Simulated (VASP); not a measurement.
```
CELL_PARAMETERS angstrom
      3.31374     0.00000     0.00000
      0.00000     3.31374     0.00000
      0.00000     0.00000     3.31374
ATOMIC_POSITIONS crystal
  In 0.50000 0.50000 0.50000
  Pd 0.00000 0.00000 0.00000
```

All values below come from PBEsol GGA, VASP's PBE PAW potentials (set 64) (plane waves; VASP). Run with 520 eV cut-off, 11×11×11 Γ-centred mesh, first-order Methfessel-Paxton smearing of 0.10 eV, potentials In_d Pd.

Question: Give the stress tensor in GPa (positive for a compressed cell).

Answer: 
```
-7.01   0.00   0.00
 0.00  -7.01   0.00
 0.00   0.00  -7.01
```
The pressure is its mean diagonal, -7.01 GPa.

The compound is PdIn in the CsCl type structure. This cell is one point of a volume scan, at 1.06 of the reference volume. The electron count is odd and the run is not spin-polarised, which forces a metal.
